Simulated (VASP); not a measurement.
These are r2SCAN+rVV10, VASP's PBE PAW potentials (set 64) (plane waves; VASP) values and carry that method's errors.

Input for VASP

File KPOINTS:
```
Regular mesh
0
gamma
  7 7 1
```

INCAR:
```
SYSTEM = PtS2 monolayer
PREC = Accurate; ENCUT = 400; LREAL = .FALSE.
LASPH = .TRUE.
EDIFF = 1E-6; NELM = 100; ALGO = Normal
LMAXMIX = 6; LMIXTAU = .TRUE.
ISMEAR = 0; SIGMA = 0.05
METAGGA = R2SCAN; LUSE_VDW = .TRUE.; BPARAM = 11.95
CPARAM = 0.0093
IBRION = 2; NSW = 60; ISIF = 4
EDIFFG = -0.02
LWAVE = .FALSE.; LCHARG = .FALSE.
```

File POSCAR:
```
PtS2 monolayer
1.0
  3.5346008084   0.0000000000   0.0000000000
 -1.7673004042   3.0610541679   0.0000000000
  0.0000000000   0.0000000000  18.3744063455
S Pt
2 1
Cart
  1.7673021715   1.0203503689   7.9727962695
 -0.0000017673   2.0407037990  10.4016100760
  0.0000000000   0.0000000000   9.1872031727
```

POTCAR, in this order: S Pt (PBE.64 set). Program: vasp_std.

What VASP printed:

### OUTCAR
```
 ion  position               nearest neighbor table
   1  0.667  0.333  0.434-   3 2.37   3 2.37   3 2.37
   2  0.333  0.667  0.566-   3 2.37   3 2.37   3 2.37
   3  0.000  0.000  0.500-   1 2.37   2 2.37   1 2.37   2 2.37   1 2.37   2 2.37
  LATTYP: Found a hexagonal cell.
 ALAT       =     3.5346008084
 C/A-ratio  =     5.1984389020
 Subroutine PRICEL returns:
 Original cell was already a primitive cell.
 Subroutine GETGRP returns: Found 12 space group operations
The static configuration has the point symmetry D_3d.
The dynamic configuration has the point symmetry D_3d.
 Subroutine INISYM returns: Found 12 space group operations
 Subroutine IBZKPT returns following result:
 Found      8 irreducible k-points:

 Following reciprocal coordinates:
            Coordinates               Weight
  0.000000  0.000000  0.000000      1.000000
  0.142857  0.000000  0.000000      6.000000
  0.285714 -0.000000  0.000000      6.000000
  0.428571 -0.000000  0.000000      6.000000
  0.142857  0.142857  0.000000      6.000000
  0.285714  0.142857  0.000000     12.000000
  0.428571  0.142857  0.000000      6.000000
  0.285714  0.285714  0.000000      6.000000
   k-points           NKPTS =      8   k-points in BZ     NKDIM =      8   number of bands    NBANDS=     15
   number of dos      NEDOS =    301   number of ions     NIONS =      3
   total plane-waves  NPLWV =  69120
   dimension x,y,z NGX =    24 NGY =   24 NGZ =  120
   dimension x,y,z NGXF=    48 NGYF=   48 NGZF=  240
   ions per type =               2   1
   PREC   = accura    normal or accurate (medium, high low for compatibility)
   ISTART =      0    job   : 0-new  1-cont  2-samecut
   ICHARG =      2    charge: 1-file 2-atom 10-const
   ISPIN  =      1    spin polarized calculation?
   LNONCOLLINEAR =      F non collinear calculations
   LSORBIT =      F    spin-orbit coupling
   INIWAV =      1    electr: 0-lowe 1-rand  2-diag
   ENCUT  =  400.0 eV  29.40 Ry    5.42 a.u.   5.76  5.76 29.96*2*pi/ulx,y,z
   NELM   =    100;   NELMIN=  2; NELMDL= -5     # of ELM steps
   EDIFF  = 0.1E-05   stopping-criterion for ELM
   LREAL  =      F    real-space projection
   NLSPLINE    = F    spline interpolate recip. space projectors
   LMAXMIX     =    6 max onsite mixed and CHGCAR
   VOSKOWN=      0    Vosko Wilk Nusair interpolation
   EDIFFG = -.2E-01   stopping-criterion for IOM
   NSW    =     60    number of steps for IOM
   NBLOCK =      1;   KBLOCK =     60    inner block; outer block
   IBRION =      2    ionic relax: 0-MD 1-quasi-New 2-CG
   NFREE  =      1    steps in history (QN), initial steepest desc. (CG)
   ISIF   =      4    stress and relaxation
   ISYM   =      2    0-nonsym 1-usesym 2-fastsym
   TEIN   =    0.0    initial temperature
   TEBEG  =    0.0;   TEEND  =   0.0 temperature during run
   SMASS  =  -3.00    Nose mass-parameter (am)
   PSTRESS=    0.0 pullay stress
   NELECT =      22.0000    total number of electrons
   EFERMI =   0.00;   METHOD = LEGACY
   ISMEAR =     0;   SIGMA  =   0.05  broadening in eV -4-tet -1-fermi 0-gaus
   IALGO  =     38    algorithm
   LDIAG  =      T    sub-space diagonalisation (order eigenvalues)
   IMIX   =      4    mixing-type and parameters
     AMIX     =   0.40;   BMIX     =  1.00
     AMIX_MAG =   1.60;   BMIX_MAG =  1.00
     AMIN     =   0.10
   METAGGA = R2SCAN    functional components
   VOSKOWN =     0    Vosko Wilk Nusair interpolation
   LHFCALC =     F    Hartree Fock is set to
   LHFONE  =     F    Hartree Fock one center treatment
   AEXX    =    0.0000 exact exchange contribution
   LUSE_VDW   =     T    switch on vdW DFT
   IVDW    =     0    specifies the selected vdW correction
   LEPSILON=     F    determine dielectric tensor
   LRPA    =     F    only Hartree local field effects (RPA)
...
```

### OSZICAR
```
       N       E                     dE             d eps       ncg     rms          rms(c)
DAV:   1     0.100379848356E+03    0.10038E+03   -0.72383E+03   240   0.910E+02
DAV:   2    -0.599141559846E+02   -0.16029E+03   -0.15610E+03   387   0.199E+02
DAV:   3    -0.748689457041E+02   -0.14955E+02   -0.14389E+02   317   0.718E+01
DAV:   4    -0.752036938244E+02   -0.33475E+00   -0.33424E+00   303   0.116E+01
DAV:   5    -0.752131964351E+02   -0.95026E-02   -0.95010E-02   355   0.185E+00    0.193E+01
DAV:   6    -0.722067989545E+02    0.30064E+01   -0.10208E+01   268   0.331E+01    0.131E+01
DAV:   7    -0.706083935740E+02    0.15984E+01   -0.18733E+00   261   0.151E+01    0.538E+00
DAV:   8    -0.696895883776E+02    0.91881E+00   -0.16586E-01   282   0.391E+00    0.164E+00
DAV:   9    -0.691071210714E+02    0.58247E+00   -0.65948E-02   296   0.251E+00    0.604E-01
DAV:  10    -0.690627143607E+02    0.44407E-01   -0.61686E-03   310   0.808E-01    0.433E-01
DAV:  11    -0.684314112390E+02    0.63130E+00   -0.63710E-02   240   0.231E+00    0.456E-01
DAV:  12    -0.682978125134E+02    0.13360E+00   -0.41789E-02   303   0.236E+00    0.417E-01
DAV:  13    -0.683196471754E+02   -0.21835E-01   -0.22285E-03   324   0.514E-01    0.223E-01
DAV:  14    -0.682895083278E+02    0.30139E-01   -0.42604E-03   310   0.797E-01    0.120E-01
DAV:  15    -0.682100483018E+02    0.79460E-01   -0.53036E-02   261   0.226E+00    0.336E-01
DAV:  16    -0.682091816043E+02    0.86670E-03   -0.60221E-04   317   0.172E-01    0.313E-01
DAV:  17    -0.682036419895E+02    0.55396E-02   -0.83438E-03   247   0.100E+00    0.365E-01
DAV:  18    -0.681968799693E+02    0.67620E-02   -0.51325E-03   240   0.795E-01    0.307E-01
DAV:  19    -0.681907646790E+02    0.61153E-02   -0.30262E-02   240   0.167E+00    0.329E-01
DAV:  20    -0.681782805524E+02    0.12484E-01   -0.16170E-02   254   0.136E+00    0.307E-01
DAV:  21    -0.681817802250E+02   -0.34997E-02   -0.10493E-03   240   0.389E-01    0.304E-01
DAV:  22    -0.681771098542E+02    0.46704E-02   -0.27015E-04   296   0.190E-01    0.273E-01
DAV:  23    -0.681655967559E+02    0.11513E-01   -0.15753E-02   254   0.109E+00    0.341E-01
DAV:  24    -0.681746451502E+02   -0.90484E-02   -0.10127E-02   240   0.911E-01    0.291E-01
DAV:  25    -0.681748868820E+02   -0.24173E-03   -0.92731E-04   289   0.330E-01    0.309E-01
DAV:  26    -0.681821069956E+02   -0.72201E-02   -0.67810E-03   240   0.929E-01    0.352E-01
DAV:  27    -0.681738967726E+02    0.82102E-02   -0.42308E-03   240   0.738E-01    0.350E-01
DAV:  28    -0.681805496276E+02   -0.66529E-02   -0.40239E-03   240   0.694E-01    0.324E-01
DAV:  29    -0.681726233997E+02    0.79262E-02   -0.91706E-03   240   0.925E-01    0.337E-01
DAV:  30    -0.681741194086E+02   -0.14960E-02   -0.72015E-04   240   0.331E-01    0.337E-01
DAV:  31    -0.681722207896E+02    0.18986E-02   -0.66818E-04   240   0.283E-01    0.295E-01
DAV:  32    -0.681701725223E+02    0.20483E-02   -0.29189E-03   240   0.447E-01    0.279E-01
DAV:  33    -0.681698854945E+02    0.28703E-03   -0.53985E-05   311   0.524E-02    0.289E-01
DAV:  34    -0.681700468201E+02   -0.16133E-03   -0.41403E-06   261   0.192E-02    0.291E-01
DAV:  35    -0.681701375487E+02   -0.90729E-04   -0.25163E-06   192   0.151E-02    0.290E-01
DAV:  36    -0.681696734724E+02    0.46408E-03   -0.13369E-04   324   0.888E-02    0.244E-01
DAV:  37    -0.681708392347E+02   -0.11658E-02   -0.18227E-03   240   0.356E-01    0.169E-01
DAV:  38    -0.681705264263E+02    0.31281E-03   -0.66436E-04   268   0.241E-01    0.125E-01
DAV:  39    -0.681705192412E+02    0.71851E-05   -0.23964E-04   254   0.170E-01    0.122E-01
DAV:  40    -0.681725410908E+02   -0.20218E-02   -0.22320E-03   240   0.500E-01    0.936E-02
DAV:  41    -0.681703140972E+02    0.22270E-02   -0.12646E-03   240   0.412E-01    0.605E-02
DAV:  42    -0.681718505859E+02   -0.15365E-02   -0.31365E-04   240   0.193E-01    0.343E-02
DAV:  43    -0.681709122391E+02    0.93835E-03   -0.98236E-04   240   0.378E-01    0.248E-02
DAV:  44    -0.681716539063E+02   -0.74167E-03   -0.64671E-04   240   0.316E-01    0.211E-02
DAV:  45    -0.681720711475E+02   -0.41724E-03   -0.39458E-04   240   0.250E-01    0.212E-02
DAV:  46    -0.681720589767E+02    0.12171E-04   -0.22394E-05   289   0.537E-02    0.210E-02
DAV:  47    -0.681708129321E+02    0.12460E-02   -0.76455E-04   240   0.340E-01    0.188E-02
DAV:  48    -0.681711531625E+02   -0.34023E-03   -0.25372E-04   240   0.191E-01    0.140E-02
DAV:  49    -0.681708761519E+02    0.27701E-03   -0.22322E-04   240   0.189E-01    0.129E-02
DAV:  50    -0.681709188177E+02   -0.42666E-04   -0.26281E-06   289   0.182E-02    0.128E-02
DAV:  51    -0.681709113982E+02    0.74195E-05   -0.81249E-05   240   0.116E-01    0.105E-02
DAV:  52    -0.681712218627E+02   -0.31046E-03   -0.25615E-04   240   0.141E-01    0.744E-03
DAV:  53    -0.681712218875E+02   -0.24793E-07   -0.18267E-06   260   0.110E-02
   1 F= -.68171222E+02 E0= -.68171222E+02  d E =-.681712E+02
       N       E                     dE             d eps       ncg     rms          rms(c)
DAV:   1    -0.681815388968E+02   -0.10317E-01   -0.69057E-01   247   0.548E+00    0.570E-01
DAV:   2    -0.681841623937E+02   -0.26235E-02   -0.46215E-02   282   0.159E+00    0.294E-01
DAV:   3    -0.681811987502E+02    0.29636E-02   -0.69336E-03   240   0.881E-01    0.171E-01
DAV:   4    -0.681803273479E+02    0.87140E-03   -0.11339E-03   240   0.310E-01    0.101E-01
DAV:   5    -0.681798263547E+02    0.50099E-03   -0.37882E-04   338   0.184E-01    0.172E-02
DAV:   6    -0.681799763886E+02   -0.15003E-03   -0.23553E-04   240   0.190E-01    0.127E-02
DAV:   7    -0.681802142378E+02   -0.23785E-03   -0.18554E-04   240   0.161E-01    0.617E-03
DAV:   8    -0.681803033223E+02   -0.89084E-04   -0.58394E-05   240   0.102E-01    0.392E-03
DAV:   9    -0.681804911657E+02   -0.18784E-03   -0.10547E-04   268   0.109E-01    0.366E-03
DAV:  10    -0.681806139326E+02   -0.12277E-03   -0.21712E-05   310   0.475E-02    0.187E-03
DAV:  11    -0.681806697852E+02   -0.55853E-04   -0.16100E-05   317   0.394E-02    0.152E-03
DAV:  12    -0.681806995162E+02   -0.29731E-04   -0.78736E-06   324   0.290E-02    0.636E-04
DAV:  13    -0.681806855350E+02    0.13981E-04   -0.95934E-06   303   0.382E-02    0.618E-04
DAV:  14    -0.681807187478E+02   -0.33213E-04   -0.60921E-06   317   0.314E-02    0.379E-04
DAV:  15    -0.681807185578E+02    0.19001E-06   -0.67873E-07   253   0.903E-03
   2 F= -.68180719E+02 E0= -.68180719E+02  d E =-.949667E-02
       N       E                     dE             d eps       ncg     rms          rms(c)
DAV:   1    -0.681815194345E+02   -0.80069E-03   -0.99564E-02   254   0.207E+00    0.221E-01
DAV:   2    -0.681812973870E+02    0.22205E-03   -0.67502E-03   240   0.650E-01    0.109E-01
DAV:   3    -0.681813045806E+02   -0.71936E-05   -0.16932E-03   240   0.466E-01    0.635E-02
DAV:   4    -0.681814059047E+02   -0.10132E-03   -0.53795E-04   254   0.217E-01    0.381E-02
DAV:   5    -0.681812434738E+02    0.16243E-03   -0.10094E-04   317   0.108E-01    0.607E-03
DAV:   6    -0.681812515394E+02   -0.80656E-05   -0.79248E-05   240   0.120E-01    0.491E-03
DAV:   7    -0.681813765810E+02   -0.12504E-03   -0.51322E-05   240   0.864E-02    0.331E-03
DAV:   8    -0.681813683611E+02    0.82199E-05   -0.12389E-05   240   0.478E-02    0.182E-03
DAV:   9    -0.681814490356E+02   -0.80675E-04   -0.36370E-05   289   0.596E-02    0.116E-03
DAV:  10    -0.681814661142E+02   -0.17079E-04   -0.44699E-06   310   0.245E-02    0.104E-03
DAV:  11    -0.681814760250E+02   -0.99108E-05   -0.62719E-06   310   0.244E-02    0.583E-04
DAV:  12    -0.681814872861E+02   -0.11261E-04   -0.26621E-06   268   0.214E-02    0.594E-04
DAV:  13    -0.681814902587E+02   -0.29726E-05   -0.10175E-06   240   0.108E-02    0.427E-04
DAV:  14    -0.681814872912E+02    0.29675E-05   -0.66606E-07   218   0.101E-02    0.226E-04
DAV:  15    -0.681814910094E+02   -0.37182E-05   -0.78096E-07   225   0.946E-03    0.358E-04
DAV:  16    -0.681814910431E+02   -0.33710E-07   -0.10329E-07   218   0.402E-03
   3 F= -.68181491E+02 E0= -.68181491E+02  d E =-.102692E-01
```

OUTCAR:
```
------------------------ aborting loop because EDIFF is reached ----------------------------------------
  FORCE on cell =-STRESS in cart. coord.  units (eV):
  Direction    XX          YY          ZZ          XY          YZ          ZX
  --------------------------------------------------------------------------------------
  Total        0.0157339      0.0157339     -0.0218254      0.0000000      0.0000000      0.0000000
  in kB        0.1268012      0.1268012     -0.1758929      0.0000000      0.0000000      0.0000000
  external PRESSURE =       0.0259032 kB  Pullay stress =       0.0000000 kB
  volume of cell :      198.80
      direct lattice vectors                 reciprocal lattice vectors
     3.524926984  0.000000000  0.000000000     0.283693820  0.163790699 -0.000000000
    -1.762463492  3.052676392  0.000000000     0.000000000  0.327581398  0.000000000
     0.000000000  0.000000000 18.475398323     0.000000000  0.000000000  0.054126032
 POSITION                                       TOTAL-FORCE (eV/Angst)
 -----------------------------------------------------------------------------------
      1.76247      1.01756      7.99167        -0.000000     -0.000000     -0.004398
     -0.00000      2.03512     10.48373        -0.000000      0.000000      0.004398
      0.00000      0.00000      9.23770         0.000000      0.000000      0.000000
 -----------------------------------------------------------------------------------
    total drift:                               -0.000000     -0.000000      0.000000
  FREE ENERGIE OF THE ION-ELECTRON SYSTEM (eV)
  ---------------------------------------------------
  free  energy   TOTEN  =       -68.1814910431 eV

  energy  without entropy=      -68.1814910431  energy(sigma->0) =      -68.18149104

 reached required accuracy - stopping structural energy minimisation
```
(Selected blocks of OUTCAR.)

CONTCAR:
```
PtS2 monolayer
   1.00000000000000
     3.5249269839767710    0.0000000000000000    0.0000000000000000
    -1.7624634919883855    3.0526763917166102    0.0000000000000000
     0.0000000000000000    0.0000000000000000   18.4753983225044536
  S               Pt
     2     1
Direct
     0.6666669999999968    0.3333330000000032    0.4325574885206180
     0.3333330000000032    0.6666669999999968    0.5674425114793820
     0.0000000000000000    0.0000000000000000    0.5000000000000000
```

**OUTCAR**
```
 val. band max:       -3.2760823863   @ k =   0.1429   0.0000   0.0000

 cond. band min:      -1.0933018437   @ k =   0.2857  -0.0000   0.0000


 Fermi energy:        -2.9860872561

 k-point     1 :       0.0000    0.0000    0.0000
  band No.  band energies     occupation
      1     -17.9430      2.00000
      2     -15.6477      2.00000
      3      -9.0257      2.00000
      4      -9.0256      2.00000
      5      -8.7946      2.00000
      6      -6.3064      2.00000
      7      -6.3064      2.00000
      8      -4.1399      2.00000
      9      -3.9914      2.00000
     10      -3.4717      2.00000
     11      -3.4716      2.00000
     12       0.2394      0.00000
     13       0.2394      0.00000
     14       2.8733      0.00000
     15       3.1587      0.00000

 k-point     2 :       0.1429    0.0000    0.0000
  band No.  band energies     occupation
      1     -17.6762      2.00000
      2     -15.7021      2.00000
      3      -9.0082      2.00000
      4      -8.8645      2.00000
      5      -8.5456      2.00000
      6      -6.7230      2.00000
      7      -6.4919      2.00000
      8      -4.9155      2.00000
      9      -3.6535      2.00000
     10      -3.4013      2.00000
     11      -3.2761      2.00000
     12      -0.7543      0.00000
     13      -0.0486      0.00000
     14       3.3789      0.00000
     15       3.6498      0.00000

 k-point     3 :       0.2857   -0.0000    0.0000
  band No.  band energies     occupation
      1     -16.9873      2.00000
      2     -15.8205      2.00000
      3      -8.9484      2.00000
      4      -8.5614      2.00000
      5      -8.1233      2.00000
      6      -7.6154      2.00000
      7      -6.5704      2.00000
      8      -5.4400      2.00000
      9      -4.0240      2.00000
     10      -3.7936      2.00000
     11      -3.5386      2.00000
     12      -1.0933      0.00000
     13      -0.2012      0.00000
     14       3.2689      0.00000
     15       4.4532      0.00000
...
```

The cell holds a wide vacuum, so values per volume refer to the whole cell. Unless said otherwise, spin-orbit coupling is left out, though it shifts the bands of the heavy elements here.

The cell is a sheet with vacuum, built from a generated structure.
